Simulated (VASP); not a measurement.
The system is Zn3H.

```
CELL_PARAMETERS angstrom
0.00000 2.99658 2.99658
2.99658 0.00000 2.99658
2.99658 2.99658 0.00000
ATOMIC_POSITIONS crystal
Zn 0.50000 0.50000 0.50000
Zn 0.25000 0.25000 0.25000
Zn 0.75000 0.75000 0.75000
H 0.00000 0.00000 0.00000
```

The cell was built by a generator and needn't be a form met in nature.

Base run:

- Program: VASP 6.6.1
- Functional: r2SCAN
- Potentials or basis: VASP PAW PBE potentials, release 64 (Zn, H)
- Cutoff: 520 eV
- k mesh: 6 × 6 × 6
- Occupations: fermi-dirac, width 0.05 eV
- Spin: no spin polarisation

Its results: pressure -3.1 GPa.

The run is repeated on the same cell with these changes: functional from r2SCAN to revPBE. What comes out?

Pressure 2.2 GPa.

Caveats: the PAW data sets were made with another functional, which shifts forces and pressure a little.

Not every run made on this cell is shown here.
